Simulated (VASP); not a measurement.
Given:

```
CELL_PARAMETERS angstrom
      0.00000     2.97424     2.97424
      2.97424     0.00000     2.97424
      2.97424     2.97424     0.00000
ATOMIC_POSITIONS crystal
  Rb 0.00000 0.00000 0.00000
  Cl 0.50000 0.50000 0.50000
```

Level of theory: PBEsol GGA, VASP's PBE PAW potentials (set 64) (plane waves; VASP). Settings: 500 eV cut-off, 8×8×8 Γ-centred mesh, Gaussian smearing of 0.050 eV, potentials Rb_sv Cl.

Predict the energy per atom (σ→0), pressure, band gap (on the k-mesh) with the smallest direct gap where there is one.

The band gap (on the k-mesh) is 5.55 eV and the smallest direct gap (on the k-mesh) is 5.55 eV. The energy per atom (σ→0) comes out as -3241 meV/atom and the pressure comes out as 9.99 GPa.

Only differences to runs with the same potentials and settings are physical.

The compound is RbCl in the rock salt structure. It was relaxed first under an external pressure of 10 GPa.
